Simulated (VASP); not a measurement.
These are PBE GGA, VASP's PBE PAW potentials (set 64) (plane waves; VASP) values and carry that method's errors.

VASP ran on this input.

### INCAR
```
SYSTEM = PtSe2
PREC = Accurate
ENCUT = 500
EDIFF = 1E-6
NELM = 100
ALGO = Normal
LREAL = .FALSE.
LASPH = .TRUE.
ISMEAR = 1
SIGMA = 0.1
GGA = PE
LMAXMIX = 6
LWAVE = .FALSE.
LCHARG = .FALSE.
IBRION = 2
ISIF = 3
NSW = 40
EDIFFG = -0.02
PSTRESS = 200
```

File POSCAR:
```
PtSe2
1.0
  1.8678954022  -3.2352909813   0.0000000000
  1.8678954022   3.2352909813   0.0000000000
  0.0000000000   0.0000000000   4.6033321020
Pt Se
1 2
Cartesian
  0.0000000000   0.0000000000   0.0000000000
  1.8678954022   1.0784324840   1.2709017436
  1.8678954022  -1.0784324840   3.3324303584
```

**KPOINTS**
```
Automatic mesh
0
G
 9 9 7
```

POTCAR, in this order: Pt Se (PBE.64 set). Program: vasp_std.

Energy and stress use the plane-wave basis of the starting cell. Without a dispersion term in the relaxation, distances and binding between the weakly bound layers, chains or molecules are unreliable, and so is what depends on them. Unless said otherwise, spin-orbit coupling is left out, though it shifts the bands of the heavy elements here.

Problem. Predict the energy per atom (σ→0), volume per atom, band gap (on the k-mesh).

Solution. 
The energy per atom (σ→0) is -4.557 eV/atom. The band gap (on the k-mesh) comes out as none (metal, semimetal or under 0.01 eV). The volume per atom is 17.21 Å³/atom.

**OSZICAR**
```
...
       N       E                     dE             d eps       ncg     rms          rms(c)
DAV:   1    -0.136717340026E+02   -0.20650E-01   -0.37863E-02  2098   0.166E+00    0.251E-01
DAV:   2    -0.136704559615E+02    0.12780E-02   -0.77776E-03  2133   0.922E-01    0.163E-01
DAV:   3    -0.136701731785E+02    0.28278E-03   -0.76660E-04  2273   0.300E-01    0.632E-02
DAV:   4    -0.136701134481E+02    0.59730E-04   -0.29423E-04  2245   0.103E-01    0.193E-02
DAV:   5    -0.136701119654E+02    0.14827E-05   -0.12180E-05  2343   0.343E-02    0.149E-02
DAV:   6    -0.136701121219E+02   -0.15654E-06   -0.21685E-06  1615   0.121E-02
  11 F= -.72234273E+01 E0= -.72234071E+01  d E =-.869562E-04
```

The compound is PtSe2 in the 1T layered structure. This run relaxes it under an external pressure of 20 GPa. Symmetry was kept, so distortions that lower it aren't found.
